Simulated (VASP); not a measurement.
Input for VASP

KPOINTS:
```
Automatic mesh
0
Gamma
10 10 5
0 0 0
```

**INCAR**
```
# general
SYSTEM  = GaN
PREC    = Accurate
ENCUT   = 400
LREAL   = .FALSE.
LASPH   = .TRUE.

# electronic loop
EDIFF   = 1E-6
NELM    = 100
ALGO    = Normal
LMAXMIX = 4

# smearing
ISMEAR  = 0
SIGMA   = 0.01

# functional
GGA     = PE

# ions
ISIF    = 2

# output
LWAVE   = .FALSE.
LCHARG  = .FALSE.
```

POSCAR:
```
GaN
1
    3.1251510000     0.0000000000     0.0000000000
   -1.5625760000     2.7064600000     0.0000000000
    0.0000000000     0.0000000000     5.0885130000
Ga N
2 2
Direct
  0.6666670000   0.3333330000   0.4990800000
  0.3333330000   0.6666670000   0.9990800000
  0.6666670000   0.3333330000   0.8759200000
  0.3333330000   0.6666670000   0.3759200000
```

POTCAR, in this order: Ga_d N (PBE.64 set). Program: vasp_std.

Task: Translate this PBE calculation to Ansatz.

Result: One equivalent input (not run):
Ansatz 0.2 input:
```yaml
crystal:
  lattice:
    - [3.1251510, 0.0000000, 0.0000000]
    - [-1.5625760, 2.7064600, 0.0000000]
    - [0.0000000, 0.0000000, 5.0885130]
  atoms:
    - { symbol: Ga, position: [0.6666670, 0.3333330, 0.4990800] }
    - { symbol: Ga, position: [0.3333330, 0.6666670, 0.9990800] }
    - { symbol: N, position: [0.6666670, 0.3333330, 0.8759200] }
    - { symbol: N, position: [0.3333330, 0.6666670, 0.3759200] }
kpoints:
  mp_grid: { grid: [10, 10, 5] }
hamiltonian:
  xc: pbe
  pseudopotentials: { kind: paw }
scf:
  occupations: { method: gaussian, width: 0.01 }
  max_iter: 100
output: { forces: true, stress: true, eigenvalues: true }
```
What does not carry over: each code has its own PAW files, so the cut-off isn't converted (ENCUT is set for VASP's; basis.ecutwfc is left out, and Ansatz then takes the one that its files recommend); Ansatz stops its SCF on the density residual and VASP on the energy change (EDIFF).

The structure comes from a computed database's GaN entry (P6_3mc); how it stands against other phases isn't given here. The cell was not relaxed at this level, and its volume differs by -5.9 % from the start's.
